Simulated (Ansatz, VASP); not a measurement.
# GaN: VASP beside Ansatz

Aim: how closely do two programs agree when they are given the same cell, functional and k mesh? The cell is taken from a series of runs on this material, whose earlier steps may have relaxed, scaled, displaced or heated it; both programs get it as it stands.

Main program and level: Ansatz 0.2.0; plane waves, with VASP 6.6.1 beside it; zone-centre phonons at PBE.

**1. The starting structure**

Symmetry: P6_3mc, No. 186, hexagonal system. Conventional cell: a = 3.153 Å, b = 3.153 Å, c = 5.137 Å, α = 90.00°, β = 90.00°, γ = 120.00°. Nearest to N lie 4 Ga at 1.93 Å. Nearest to Ga lie 4 N at 1.93 Å. Farther neighbours and most contacts between anions are not listed.

Structure file:

```cif
data_structure
_symmetry_space_group_name_H-M 'P6_3mc'
_symmetry_Int_Tables_number 186
_cell_length_a 3.1528
_cell_length_b 3.1528
_cell_length_c 5.1370
_cell_angle_alpha 90.000
_cell_angle_beta 90.000
_cell_angle_gamma 120.000
_cell_volume 44.22
loop_
_atom_site_label
_atom_site_type_symbol
_atom_site_symmetry_multiplicity
_atom_site_Wyckoff_symbol
_atom_site_fract_x
_atom_site_fract_y
_atom_site_fract_z
_atom_site_occupancy
N1 N 2 b 0.33333 0.66667 0.37576 1
Ga1 Ga 2 b 0.33333 0.66667 0.99924 1
```

**2. Ansatz: zone-centre phonons, PBE**

Ansatz runs on its PAW soft_1 files.

Second derivatives magnify differences that forces hide, and they need a tight electronic threshold.

input.yaml

```yaml
crystal:
  lattice:
    - [3.1527876892, 0.0, 0.0]
    - [-1.5763938446, 2.7303942316, 0.0]
    - [0.0, 0.0, 5.1369687972]
  atoms:
    - { symbol: "N", position: [0.3333333333, 0.6666666667, 0.3757580371] }
    - { symbol: "N", position: [0.6666666667, 0.3333333333, 0.8757580371] }
    - { symbol: Ga, position: [0.3333333333, 0.6666666667, -0.0007580371] }
    - { symbol: Ga, position: [0.6666666667, 0.3333333333, 0.4992419629] }
kpoints:
  mp_grid: { grid: [18, 18, 8] }
hamiltonian:
  xc: pbe
  pseudopotentials: { kind: paw, azcp: { folder: soft_1 } }
scf:
  occupations: { method: fixed }
output:
  eigenvalues: true
phonons:
  method: dfpt
  dielectric: true
  rigid_motions: translations
```

Launch:

```console
$ ansatz run input.yaml --threads 4 --pin off --max-ram 16384MiB --backend cpu --events-out ev --progress --plain --runs-dir out
```

Numbers of over 12 decimals in the logs are rounded to 6 here.

The log of the run:

```text
Engine: ansatz 0.2.0, aarch64-unknown-linux-gnu
Pseudopotentials: kind: paw
Pseudopotential: N, paw, valence charge 5, recommended cutoff 420 eV (normal), soft_1/N.paw.azcp
Pseudopotential: Ga, paw, valence charge 13, recommended cutoff 420 eV (normal), soft_1/Ga.paw.azcp
Functional definition: PBE
  parameter kappa = 0.804
  parameter beta = 0.066725
  exchange = pbe_x(kappa = kappa, mu = beta*pi^2/3)
  correlation = pbe_c(beta = beta)
Crystal: 4 atoms, lattice volume = 44.221 Å³
Basis set: ecut = 420 eV, 845 PW (Γ), exchange–correlation on 48×48×72 points (8 copies of the dense FFT grid, shifted against one another)
Bands: 22, of which v1, the nominal top of the filled ones, is band 18 counted from 1 (17 counted from 0)
Symmetry: 12 space group operations
k-points: 695 of 2592 (irreducible under 2 space group operations, time reversal used)
Non-local potential: N, projectors of the file, l = 0: 2, l = 1: 2, l = 2: 1
Non-local potential: Ga, projectors of the file, l = 0: 2, l = 1: 2, l = 2: 3, l = 3: 1
PAW form: soft (Blöchl's): semilocal exchange-correlation on the pseudo side does not see the compensation charge
PAW one-centre angular grid: N, 110 points (default); XC on 64 Gauss nodes
PAW one-centre angular grid: Ga, 590 points (default); XC on 64 Gauss nodes
Initial density: superposition of atomic densities (chi_scale 0.1, normalization cell, long waves kept (reshape's long-wave potential 0.00 eV rms))
Initial wavefunctions: pseudopotential atomic-orbital guess
Functional: x = pbe(κ = 0.804, μ = 0.219515), c = pbe(β = 0.066725)
SCF iter   1: F=—  HF=-8337.220850 eV  |F-HF|=—  |Δ(HF+E_count)|=         —  Δρ=1.17e-1  dr2=5.37e0  ethr=3.10e-3  ⟨swp⟩=4.0  Hψ=53864  notcnv=0  defer=95
preconditioner: auto → Resta (q_TF=auto, 2.636 Å⁻¹)  ε∞=4.8  [insulator: Δε(μ)=2.972 eV  Ē_g=17.090 eV  n_scr=22 (ndim 8)  ℏωp=33.5 eV  f_vac=0.000  ε∞_Penn≈4.8]
SCF iter   2: F=—  HF=-8335.844605 eV  |F-HF|=—  |Δ(HF+E_count)|=    1.38e0  Δρ=4.78e-2  dr2=5.54e-1  ethr=3.10e-3  ⟨swp⟩=2.0  Hψ=35902  notcnv=0  defer=281
SCF iter   3: F=—  HF=-8335.758273 eV  |F-HF|=—  |Δ(HF+E_count)|=   8.63e-2  Δρ=1.89e-2  dr2=1.11e-1  ethr=1.54e-3  ⟨swp⟩=2.0  Hψ=16863  notcnv=0  defer=1379
SCF iter   4: F=—  HF=-8335.745912 eV  |F-HF|=—  |Δ(HF+E_count)|=   1.24e-2  Δρ=3.30e-3  dr2=5.81e-3  ethr=3.09e-4  ⟨swp⟩=3.0  Hψ=29149  notcnv=0  defer=1386
SCF iter   5: F=—  HF=-8335.744351 eV  |F-HF|=—  |Δ(HF+E_count)|=   1.56e-3  Δρ=2.84e-3  dr2=2.06e-3  ethr=1.61e-5  ⟨swp⟩=2.1  Hψ=29166  notcnv=0  defer=1386
SCF iter   6: F=—  HF=-8335.745735 eV  |F-HF|=—  |Δ(HF+E_count)|=   1.38e-3  Δρ=6.86e-4  dr2=1.67e-4  ethr=5.73e-6  ⟨swp⟩=2.9  Hψ=29188  notcnv=0  defer=1386
SCF iter   7: F=—  HF=-8335.745881 eV  |F-HF|=—  |Δ(HF+E_count)|=   1.46e-4  Δρ=1.14e-4  dr2=6.73e-6  ethr=4.64e-7  ⟨swp⟩=2.0  Hψ=28329  notcnv=0  defer=1276
SCF iter   8: F=—  HF=-8335.745890 eV  |F-HF|=—  |Δ(HF+E_count)|=   8.56e-6  Δρ=1.73e-5  dr2=1.08e-7  ethr=1.87e-8  ⟨swp⟩=2.0  Hψ=27800  notcnv=0
SCF iter   9: F=—  HF=-8335.745890 eV  |F-HF|=—  |Δ(HF+E_count)|=   2.19e-7  Δρ=2.50e-6  dr2=2.84e-9  ethr=3.00e-10  ⟨swp⟩=2.5  Hψ=27767  notcnv=0
SCF iter  10: F=-8335.745890 eV  HF=-8335.745890 eV  |F-HF|=5.28e-11  |Δ(HF+E_count)|=   2.88e-9  Δρ=5.07e-7  dr2=8.95e-11  ethr=1.00e-12  ⟨swp⟩=5.4  Hψ=92500  notcnv=0
SCF 1 converged in 10 iterations: F = -8335.745890 eV  dr2 = 8.95e-11
  greatest PAW one-centre occupation: 0.995 electrons in one spin orbital (limit 2), on the Ga atom at site 3 (counted from 0), in its partial waves of l = 2
DFPT response loops at Γ: preconditioner auto → Resta (q_TF=auto, 2.636 Å⁻¹)  ε∞=5.3 (no band partly filled); β = 1.00, the filter's whole step (`scf.mixing.beta` (0.50) is not read by the response loops at its default; to damp them type it under 1.00, their step now; it binds the ground state too); Broyden in place of MSR1
── the response to a field inside a basis, on 18×18×8 k-points: an SCF that follows is theirs, and a resumed run solves both again ──
Bands: 19, of which v1, the nominal top of the filled ones, is band 18 counted from 1 (17 counted from 0)
k-points: 360 of 2592 (irreducible under 4 space group operations, time reversal used)
Initial density: handed on by an earlier stage of this run
Initial wavefunctions: pseudopotential atomic-orbital guess (no wavefunctions were taken with the density)
Eigensolver: Dense (360 Hₖ)
SCF iter   1: F=—  HF=-8335.744000 eV  |F-HF|=—  |Δ(HF+E_count)|=         —  Δρ=4.09e-4  dr2=2.23e-5  ethr=1.00e-1
preconditioner: auto → Resta (q_TF=auto, 2.636 Å⁻¹)  ε∞=6.0  [insulator: Δε(μ)=2.332 eV  Ē_g=15.052 eV  n_scr=22 (ndim 8)  ℏωp=33.5 eV  f_vac=0.008  ε∞_Penn≈6.0]
SCF iter   2: F=—  HF=-8335.744004 eV  |F-HF|=—  |Δ(HF+E_count)|=   4.24e-6  Δρ=3.27e-4  dr2=1.93e-5  ethr=6.19e-8
SCF iter   3: F=—  HF=-8335.744005 eV  |F-HF|=—  |Δ(HF+E_count)|=   1.07e-6  Δρ=4.65e-5  dr2=4.02e-7  ethr=5.36e-8
SCF iter   4: F=—  HF=-8335.744003 eV  |F-HF|=—  |Δ(HF+E_count)|=   2.55e-6  Δρ=1.27e-5  dr2=3.38e-8  ethr=1.12e-9
SCF iter   5: F=-8335.744003 eV  HF=-8335.744003 eV  |F-HF|=6.15e-10  |Δ(HF+E_count)|=   2.05e-7  Δρ=2.55e-6  dr2=8.89e-10  ethr=9.39e-11
SCF 1 converged in 5 iterations: F = -8335.744003 eV  dr2 = 8.89e-10
  greatest PAW one-centre occupation: 0.995 electrons in one spin orbital (limit 2), on the Ga atom at site 2 (counted from 0), in its partial waves of l = 2
DFPT response loops at Γ: preconditioner auto → Resta (q_TF=auto, 2.636 Å⁻¹)  ε∞=5.1 (no band partly filled); β = 1.00, the filter's whole step (`scf.mixing.beta` (0.50) is not read by the response loops at its default; to damp them type it under 1.00, their step now; it binds the ground state too); Broyden in place of MSR1
SCF converged after 10 iterations
Free energy (F): -8335.745890 eV
Harris-Foulkes:  -8335.745890 eV  (|F-HF|=5.28e-11)
Internal energy: -8335.745890 eV  (E = F + TS)
E sigma→0 (E₀):  -8335.745890 eV
Fermi energy:    10.189501 eV
--- Per-component energies (eV) ---
  E_band       = 5.592460
  E_kinetic    = 484.746506
  E_local      = -2781.752935  (includes V_loc(G=0)·N_el)
  E_nonlocal   = -109.132842
  E_hartree    = 1773.853974
  E_xc         = -245.701869
  E_vxc        = -263.308856  (∫ρ·V_xc dr)
  E_paw        = -4249.581251  (= ΣΔE_a)
  E_vpaw       = -872.668880  (= ΣTr[D̂ρ^β])
  E_aug_tail   = 0.001406  (compensation charges beyond the density's cutoff)
  E_ewald      = -3208.178880
  E_smearing   = -0.000000  (= −TS)
  E_closure    = -0.000000  (closes the sum)
  Σ components = -8335.745890   (vs F -8335.745890, Δ=0.00e0)
--- Band table (eV; the first three rows and the last of 695) ---
  k-point 0: bands = [... 14 lower, 9.1172, 10.1427, 10.1895, 10.1895, 12.3103, 14.6609, 19.5657, 20.2892]
  k-point 1: bands = [... 14 lower, 9.1560, 9.6488, 10.1467, 10.1467, 12.7294, 14.6925, 19.4516, 20.3042]
  k-point 2: bands = [... 14 lower, 9.2677, 9.2677, 10.0260, 10.0260, 13.4899, 14.7655, 19.1684, 19.9192]
  k-point 694: bands = [... 14 lower, 6.0514, 6.3267, 7.9361, 8.3667, 16.0438, 16.8855, 17.9474, 18.5055]
--- Phonons (Γ-DFPT): 4 representative perturbations + reference, on 695 of 2592 k-points (Σ response iterations 14) ---
  k mesh reduced under 2 symmetry operations, with k and −k counted as one. Each operation leaves every solved perturbation unchanged. A smaller set is not considered because the run solves the response to a homogeneous field
  ASR residual: 3.296e-4 → 0.000e0 eV/Å²; symmetrization residual: 4.828e-6 eV/Å²
  ASR residual per site (eV/Å²): 3.30e-4 3.30e-4 1.50e-4 1.50e-4
  Γ frequencies (cm⁻¹): 0.00 0.00 0.00 132.95 132.95 339.55 551.26 573.00 573.00 584.86 584.86 710.35
  ε∞ (high-frequency dielectric tensor):
        5.610987    -0.000000    -0.000000
       -0.000000     5.610987    -0.000000
       -0.000000    -0.000000     5.788611
  ε⁰ (static dielectric tensor: ions relaxed, cell fixed):
        9.562838    -0.000000    -0.000000
       -0.000000     9.562838    -0.000000
       -0.000000    -0.000000    10.520196
  ε⁰ − ε∞ (ionic part):
        3.951851    -0.000000     0.000000
       -0.000000     3.951851    -0.000000
        0.000000    -0.000000     4.731584
  softest optical mode at Γ: 132.95 cm⁻¹; the repairs (sum rule, projections) moved no ω² at Γ by more than (2.74 cm⁻¹)²
  Born effective charges Z* (e; rows j = field, columns β = displacement):
    site 0:
        -2.60773    0.00000    0.00000
         0.00000   -2.60773    0.00000
         0.00000   -0.00000   -2.74517
    site 1:
        -2.60773   -0.00000    0.00000
         0.00000   -2.60773    0.00000
         0.00000    0.00000   -2.74517
    site 2:
         2.60773   -0.00000   -0.00000
        -0.00000    2.60773   -0.00000
        -0.00000   -0.00000    2.74517
    site 3:
         2.60773   -0.00000   -0.00000
        -0.00000    2.60773   -0.00000
        -0.00000   -0.00000    2.74517
  Z* charge neutrality: 1.913e-3 e pre-enforcement
  solved inside a basis spanned on kpoints, on 18×18×8 k-points, its susceptibility summed on 20×20×10: ε∞ is read to err by 1.9e-2, Z* by 1.4e-2 e (field_mesh: kpoints solves on kpoints); Z* is corrected for what the basis lacks
  optical modes at Γ without the LO–TO term, one row a degenerate level:
      ω (cm⁻¹)  modes    IR ((D/Å)²/amu)
        132.95      2             0.0000
        339.55      1             0.0000
        551.26      1            29.8120
[...]
optical modes at Γ + LO–TO along q̂ = [1.0000, 0.0000, 0.0000]:
      ω (cm⁻¹)  modes    IR ((D/Å)²/amu)
[...]
optical modes at Γ + LO–TO along q̂ = [0.0000, 1.0000, 0.0000]:
      ω (cm⁻¹)  modes    IR ((D/Å)²/amu)
[...]
710.35      1             0.0000
        748.05      1            26.9016
  optical modes at Γ + LO–TO along q̂ = [0.0000, 0.0000, 1.0000]:
      ω (cm⁻¹)  modes    IR ((D/Å)²/amu)
        132.95      2             0.0000
        339.55      1             0.0000
        573.00      2            53.8032
        584.86      2             0.0000
        710.35      1             0.0000
        743.16      1            29.8120
```

(Continued in part 2 of 3.)

[Lines on the potential files, build, host, timing and source positions are cut from VASP's logs without a mark.]

[Logs are printed without paths, hosts, clocks, repeated set-up lines and the standing remarks that a program may print on its own settings, such as how far it seeks lower states.]

[Hosts, paths, dates, database ids (printed as entryN), source tags and the programs' standing remarks are cut or masked in the printed files.]
